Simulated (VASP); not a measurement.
A convergence study with VASP on AgCl (rock salt): one setting is varied, all else stays as given below, so the limit is that of these other settings. Each run relaxes cell and ions from the cell shown.

```yaml
crystal:
  lattice:
    - [0.00000, 2.77500, 2.77500]
    - [2.77500, 0.00000, 2.77500]
    - [2.77500, 2.77500, 0.00000]
  atoms:
    - { symbol: Ag, position: [0.00000, 0.00000, 0.00000] }
    - { symbol: Cl, position: [0.50000, 0.50000, 0.50000] }
```

Method: PBE GGA, VASP's PBE PAW potentials (set 64) (plane waves; VASP). The tightest run used: 550 eV cut-off, 12×12×12 Γ-centred mesh, Gaussian smearing of 0.050 eV, potentials Ag Cl.

Gaps are read on the run's mesh, which can miss a band edge.

The settings run are 2×2×2 mesh; 3×3×3 mesh; 4×4×4 mesh; 5×5×5 mesh; 6×6×6 mesh; 7×7×7 mesh; 8×8×8 mesh; 9×9×9 mesh; 10×10×10 mesh; 11×11×11 mesh; 12×12×12 mesh. From which on does the relaxed volume stay within 0.02 Å³/atom of the tightest run?

From 5×5×5 mesh on: it is off by 0.013 there and by no more than 0.02 in any finer run, while 4×4×4 mesh is off by 0.070.
| setting | relaxed volume (Å³/atom) | E (eV/atom) | gap on the mesh (eV) | irreducible k-points | difference judged (Å³/atom) |
|---|---|---|---|---|---|
| 2×2×2 mesh | 24.783 | -2.4060 | 0.893 | 3 | 2.763 |
| 3×3×3 mesh | 22.260 | -2.6734 | 1.269 | 4 | 0.240 |
| 4×4×4 mesh | 22.090 | -2.6947 | 0.917 | 8 | 0.070 |
| 5×5×5 mesh | 22.032 | -2.6993 | 1.054 | 10 | 0.013 |
| 6×6×6 mesh | 22.024 | -2.7000 | 0.919 | 16 | 0.004 |
| 7×7×7 mesh | 22.021 | -2.7002 | 0.990 | 20 | 0.001 |
| 8×8×8 mesh | 22.022 | -2.7002 | 0.919 | 29 | 0.002 |
| 9×9×9 mesh | 22.020 | -2.7002 | 0.962 | 35 | 0.001 |
| 10×10×10 mesh | 22.020 | -2.7002 | 0.919 | 47 | 0.001 |
| 11×11×11 mesh | 22.020 | -2.7003 | 0.948 | 56 | 0.000 |
| 12×12×12 mesh | 22.020 | -2.7003 | 0.919 | 72 | 0.000 |

Left out are rungs that failed or repeat a setting and relaxations that didn't move; long series are thinned to 24 rows.

The compound is AgCl in the rock salt structure.
